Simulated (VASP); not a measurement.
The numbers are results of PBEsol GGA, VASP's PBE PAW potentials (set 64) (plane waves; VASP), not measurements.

VASP ran on this input.

### POSCAR
```
As
1
   -1.6647685546     1.6647685546     1.6647685546
    1.6647685546    -1.6647685546     1.6647685546
    1.6647685546     1.6647685546    -1.6647685546
As
1
Direct
  0.0000000000   0.0000000000   0.0000000000
```

KPOINTS:
```
Automatic mesh
0
Gamma
14 14 14
0 0 0
```

INCAR:
```
ALGO = Normal
EDIFF = 1E-6
EDIFFG = -0.01
ENCUT = 400
GGA = PS
IBRION = 2
ISIF = 3
ISMEAR = 1
LASPH = .True.
LCHARG = .False.
LMAXMIX = 4
LREAL = .False.
LWAVE = .False.
NELM = 100
NSW = 60
PREC = Accurate
SIGMA = 0.1
SYSTEM = As
```

POTCAR, in this order: As (PBE.64 set). Program: vasp_std.

The resulting files:

File OSZICAR:
```
       N       E                     dE             d eps       ncg     rms          rms(c)
DAV:   1     0.236845243017E+01    0.23685E+01   -0.18189E+03  1254   0.506E+02
DAV:   2    -0.465025290457E+01   -0.70187E+01   -0.66653E+01  1746   0.617E+01
DAV:   3    -0.474673439773E+01   -0.96481E-01   -0.96352E-01  1470   0.739E+00
DAV:   4    -0.474682462206E+01   -0.90224E-04   -0.90233E-04  1680   0.247E-01
DAV:   5    -0.474682467986E+01   -0.57801E-07   -0.57381E-07  1446   0.445E-03    0.201E+00
DAV:   6    -0.474236973529E+01    0.44549E-02   -0.25974E-03  1326   0.324E-01    0.117E+00
DAV:   7    -0.474024630530E+01    0.21234E-02   -0.47308E-03  1368   0.435E-01    0.451E-02
DAV:   8    -0.474024642279E+01   -0.11749E-06   -0.32338E-05  1368   0.551E-02    0.612E-03
DAV:   9    -0.474024643342E+01   -0.10624E-07   -0.19469E-07  1266   0.427E-03
   1 F= -.47402464E+01 E0= -.47401936E+01  d E =-.474025E+01
       N       E                     dE             d eps       ncg     rms          rms(c)
DAV:   1    -0.474488681014E+01   -0.46404E-02   -0.12591E-01  1278   0.227E+00    0.308E-01
DAV:   2    -0.474226345754E+01    0.26234E-02   -0.17831E-03  1308   0.359E-01    0.164E-01
DAV:   3    -0.474108734063E+01    0.11761E-02   -0.25724E-03  1278   0.317E-01    0.371E-02
DAV:   4    -0.474108625746E+01    0.10832E-05   -0.48683E-06  1446   0.264E-02    0.161E-02
DAV:   5    -0.474108545941E+01    0.79804E-06   -0.72552E-07   810   0.736E-03
   2 F= -.47410855E+01 E0= -.47410423E+01  d E =-.839026E-03
       N       E                     dE             d eps       ncg     rms          rms(c)
DAV:   1    -0.474202161711E+01   -0.93536E-03   -0.16635E-02  1278   0.819E-01    0.111E-01
DAV:   2    -0.474167040992E+01    0.35121E-03   -0.24061E-04  1302   0.132E-01    0.598E-02
DAV:   3    -0.474151118867E+01    0.15922E-03   -0.34382E-04  1278   0.116E-01    0.127E-02
DAV:   4    -0.474151137081E+01   -0.18214E-06   -0.58400E-07  1212   0.943E-03
   3 F= -.47415114E+01 E0= -.47414615E+01  d E =-.126494E-02
```

**OUTCAR**
```
------------------------ aborting loop because EDIFF is reached ----------------------------------------
  FORCE on cell =-STRESS in cart. coord.  units (eV):
  Direction    XX          YY          ZZ          XY          YZ          ZX
  --------------------------------------------------------------------------------------
  Total        0.0007467      0.0007467      0.0007467      0.0000000      0.0000000     -0.0000000
  in kB        0.0658158      0.0658158      0.0658158      0.0000000      0.0000000     -0.0000000
  external PRESSURE =       0.0658158 kB  Pullay stress =       0.0000000 kB
  volume of cell :       18.18
      direct lattice vectors                 reciprocal lattice vectors
    -1.656331882  1.656331882  1.656331882     0.000000000  0.301871868  0.301871868
     1.656331882 -1.656331882  1.656331882     0.301871868  0.000000000  0.301871868
     1.656331882  1.656331882 -1.656331882     0.301871868  0.301871868  0.000000000
 POSITION                                       TOTAL-FORCE (eV/Angst)
 -----------------------------------------------------------------------------------
      0.00000      0.00000      0.00000        -0.000000      0.000000      0.000000
 -----------------------------------------------------------------------------------
    total drift:                                0.000000      0.000000     -0.000000
  FREE ENERGIE OF THE ION-ELECTRON SYSTEM (eV)
  ---------------------------------------------------
  free  energy   TOTEN  =        -4.7415113708 eV

  energy  without entropy=       -4.7413616898  energy(sigma->0) =       -4.74146148

 reached required accuracy - stopping structural energy minimisation
```
(Selected blocks of OUTCAR.)

File CONTCAR:
```
As
   1.00000000000000
    -1.6563318817854582    1.6563318817854582    1.6563318817854582
     1.6563318817854582   -1.6563318817854582    1.6563318817854582
     1.6563318817854582    1.6563318817854582   -1.6563318817854582
  As
     1
Direct
     0.0000000000000000    0.0000000000000000    0.0000000000000000
```

The structure was generated: As was put into the bcc type (Im-3m), which need not be its known phase. This run relaxes it. Symmetry was kept, so distortions that lower it aren't found. The start is the result of an earlier pass.
